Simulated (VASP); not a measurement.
These are PBEsol GGA, VASP's PBE PAW potentials (set 64) (plane waves; VASP) values and carry that method's errors.

The input files of a VASP run:

### INCAR
```
SYSTEM = CuAu
PREC = Accurate
ENCUT = 300
EDIFF = 1E-6
NELM = 100
ALGO = Normal
LREAL = .FALSE.
LASPH = .TRUE.
ISMEAR = 0
SIGMA = 0.2
GGA = PS
LMAXMIX = 6
LWAVE = .FALSE.
LCHARG = .FALSE.
ISIF = 2
```

File KPOINTS:
```
Automatic mesh
0
gamma
  7 7 6
0 0 0
```

**POSCAR**
```
CuAu
1
    2.8000000000     0.0000000000     0.0000000000
    0.0000000000     2.8000000000     0.0000000000
    0.0000000000     0.0000000000     3.6700000000
Cu Au
1 1
Direct
  0.0006580000   0.0164400000   0.0115970000
  0.4993420000   0.4835600000   0.4884030000
```

POTCAR, in this order: Cu Au (PBE.64 set). Program: vasp_std.

The run wrote:

OSZICAR:
```
       N       E                     dE             d eps       ncg     rms          rms(c)
DAV:   1     0.958532194706E+02    0.95853E+02   -0.82889E+03  4692   0.137E+03
DAV:   2    -0.697261450121E+01   -0.10283E+03   -0.97886E+02  4552   0.264E+02
DAV:   3    -0.953206076397E+01   -0.25594E+01   -0.25438E+01  5646   0.504E+01
DAV:   4    -0.955832611557E+01   -0.26265E-01   -0.26261E-01  5013   0.436E+00
DAV:   5    -0.955912481723E+01   -0.79870E-03   -0.79870E-03  6687   0.828E-01    0.127E+01
DAV:   6    -0.894841693994E+01    0.61071E+00   -0.11034E+01  4518   0.925E+01    0.593E+00
DAV:   7    -0.841556281209E+01    0.53285E+00   -0.38375E+00  5492   0.963E+01    0.579E+00
DAV:   8    -0.836771515283E+01    0.47848E-01   -0.26480E-01  6221   0.119E+01    0.279E+00
DAV:   9    -0.835892441362E+01    0.87907E-02   -0.32866E-02  6882   0.475E+00    0.143E-01
DAV:  10    -0.835845935476E+01    0.46506E-03   -0.43139E-03  6555   0.130E+00    0.827E-02
DAV:  11    -0.835845544341E+01    0.39114E-05   -0.19647E-04  6673   0.415E-01    0.375E-02
DAV:  12    -0.835844762427E+01    0.78191E-05   -0.38876E-05  5603   0.210E-01    0.814E-03
DAV:  13    -0.835844751953E+01    0.10474E-06   -0.15224E-06  2815   0.353E-02
   1 F= -.83584475E+01 E0= -.83554160E+01  d E =-.606300E-02
```

### OUTCAR
```
------------------------ aborting loop because EDIFF is reached ----------------------------------------
  FORCE on cell =-STRESS in cart. coord.  units (eV):
  Direction    XX          YY          ZZ          XY          YZ          ZX
  --------------------------------------------------------------------------------------
  Total       -0.4235997     -0.4859207     -0.3329929      0.0038909      0.1664981      0.0069001
  in kB      -23.5876187    -27.0578863    -18.5422921      0.2166585      9.2712357      0.3842245
  external PRESSURE =     -23.0625991 kB  Pullay stress =       0.0000000 kB
  volume of cell :       28.77
      direct lattice vectors                 reciprocal lattice vectors
     2.800000000  0.000000000  0.000000000     0.357142857  0.000000000  0.000000000
     0.000000000  2.800000000  0.000000000     0.000000000  0.357142857  0.000000000
     0.000000000  0.000000000  3.670000000     0.000000000  0.000000000  0.272479564
 POSITION                                       TOTAL-FORCE (eV/Angst)
 -----------------------------------------------------------------------------------
      0.00184      0.04603      0.04256        -0.013560     -0.334051     -0.588488
      1.39816      1.35397      1.79244         0.013560      0.334051      0.588488
 -----------------------------------------------------------------------------------
    total drift:                                0.000418     -0.000473      0.000579
  FREE ENERGIE OF THE ION-ELECTRON SYSTEM (eV)
  ---------------------------------------------------
  free  energy   TOTEN  =        -8.3584475195 eV

  energy  without entropy=       -8.3523845148  energy(sigma->0) =       -8.35541602
```
(Selected blocks of OUTCAR.)

At this cut-off the stress carries a Pulay error, which pulls relaxed volumes low.

The structure is a typed CuAu crystal. The cell was not relaxed at this level, atoms are displaced from their ideal sites. The k-mesh is coarse (spacing up to 0.32 per Å, 2π included), so the numbers may not be converged in it. The run is one of a series of settings (GGA = PS, POTCAR Cu Au (PBE.64 set) against the base run), some of them coarse on purpose.
